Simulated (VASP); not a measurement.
Elastic constants (GPa) of a crystal from LDA (Ceperley-Alder, Perdew-Zunger), VASP's LDA PAW potentials (set 64) run with VASP 6.6.1:

```csv
,xx,yy,zz,yz,xz,xy
xx,98.3,17.2,17.2,0.0,0.0,0.0
yy,17.2,98.3,17.2,0.0,0.0,0.0
zz,17.2,17.2,98.3,0.0,0.0,0.0
yz,0.0,0.0,0.0,13.6,0.0,0.0
xz,0.0,0.0,0.0,0.0,13.6,0.0
xy,0.0,0.0,0.0,0.0,0.0,13.6
```

**Question.** Work out the Voigt, Reuss and Hill moduli, Young's modulus and Poisson's ratio.

**Answer.** All eigenvalues are positive (smallest 13.6 GPa), so the crystal is stable. K_V = (C11+C22+C33+2(C12+C13+C23))/9 = (294.9 + 2×51.6)/9 = 44.2 GPa; G_V = (294.9 − 51.6 + 3×40.8)/15 = 24.4 GPa. From the compliances, K_R = 44.2 GPa and G_R = 18.5 GPa. Hill: K = 44.2 GPa, G = 21.5 GPa, E = 9KG/(3K+G) = 55.4 GPa, ν = (3K−2G)/(2(3K+G)) = 0.291. K/G = 2.06, above Pugh's 1.75; universal anisotropy A^U = 1.58.

**Question.** With a density of 2.79 g/cm³, what are the mean sound speeds?

**Answer.** v_l = √((K+4G/3)/ρ) = 5.11 km/s and v_t = √(G/ρ) = 2.77 km/s. The crystal is KF (space group Fm-3m), cubic.

The structure comes from a computed database's KF entry (Fm-3m); how it stands against other phases isn't given here. It was relaxed first, which changed the volume by -8 %.
